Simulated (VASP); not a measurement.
# TiO (relaxed from the NiAs type structure, space group P6_3/mmc): computed properties

Level of theory: r2SCAN meta-GGA, VASP's PBE PAW potentials (set 64) (plane waves; VASP 6.6.1).

```
Property                                                                                 Result
----------------------------------  -----------------------------------------------------------
space group                                                                      P6_3/mmc (194)
cell                                a = b = 2.7679 Å, c = 5.7828 Å, α = β = 90.00°, γ = 120.00°
volume per atom                                                                    9.59 Å³/atom
band gap (over mesh and band path)                     none (metal, semimetal or under 0.01 eV)
density                                                                              5.53 g/cm³
```

Space group P6₃/mmc (No. 194); a = b = 2.7679 Å, c = 5.7828 Å, α = β = 90.00°, γ = 120.00°

```tsv
atom	site	symmetry	x	y	z
Ti	2a	-3m.	0.0000	0.0000	0.0000
O	2c	-6m2	0.3333	0.6667	0.2500
```

The structure was generated: TiO was put into the NiAs type type (P6_3/mmc), which need not be its known phase. It was relaxed first, which changed the volume by -32 %. Symmetry was kept, so distortions that lower it aren't found.
